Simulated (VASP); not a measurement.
TiN (rock salt) relaxed at rising pressure, in one space group throughout; other phases were not tried. The pressures are those reached. Level of theory: LDA (Ceperley-Alder, Perdew-Zunger), VASP's LDA PAW potentials (set 64) (plane waves; VASP 6.6.1).

```json
[
 {"P (GPa)": "-0.16", "V (Å³/atom)": "9.105", "k-mesh": "15×15×15"},
 {"P (GPa)": "4.92", "V (Å³/atom)": "8.965", "k-mesh": "15×15×15"},
 {"P (GPa)": "9.92", "V (Å³/atom)": "8.837", "k-mesh": "15×15×15"},
 {"P (GPa)": "19.76", "V (Å³/atom)": "8.611", "k-mesh": "15×15×15"},
 {"P (GPa)": "29.75", "V (Å³/atom)": "8.408", "k-mesh": "15×15×15"}
]
```

A change of mesh leaves a small step in the series.

**Question.** Fit an equation of state and predict the volume at 44.91 GPa.

**Answer.** Least squares on the third-order Birch-Murnaghan form, P = (3B0/2)(y⁷ − y⁵)[1 + (3/4)(B′ − 4)(y² − 1)] with y = (V0/V)^(1/3), gives V0 = 9.100 Å³/atom, B0 = 318 GPa and B′ = 4.3, and so 8.140 Å³/atom. The run gave 8.139 Å³/atom, -0.0 % from the fit.

Pressures at which the relaxation failed are left out.

The compound is TiN in the rock salt structure. The electron count is odd and the run is not spin-polarised, which forces a metal.
